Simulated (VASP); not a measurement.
F3ZrI, in a box:

```
CELL_PARAMETERS angstrom
12.00000 0.00000 0.00000
0.00000 13.00000 0.00000
0.00000 0.00000 12.00000
ATOMIC_POSITIONS crystal
F 0.40928 0.43056 0.62470
F 0.61726 0.38447 0.48485
F 0.38491 0.36332 0.38097
Zr 0.47237 0.44029 0.48126
I 0.48030 0.63991 0.41584
```

Base run:

| Property | Result |
| --- | --- |
| Program | VASP 6.6.1 |
| Functional | SCAN |
| Potentials or basis | VASP PAW PBE potentials, release 64 (F_h, Zr_sv, I) |
| Cutoff | 900 eV |
| k mesh | 1 × 1 × 1 |
| Occupations | gaussian, width 0.01 eV |
| Spin | no spin polarisation |

Its results: gap between the frontier levels 4.85 eV; largest force 0.183 eV/Å.

**Question.** The run is repeated on the same cell with these changes: functional from SCAN to B3LYP; further incar settings from ALGO = Normal; EDIFF = 1e-06 to ALGO = Normal; EDIFF = 1e-06; NBANDS = 28. What comes out?

**Answer.** Gap between the frontier levels 5.93 eV; largest force 0.482 eV/Å.

Caveats: the PAW data sets were made with another functional, which shifts forces and pressure a little; spin-orbit coupling is left out, which moves the levels of the heavy elements.

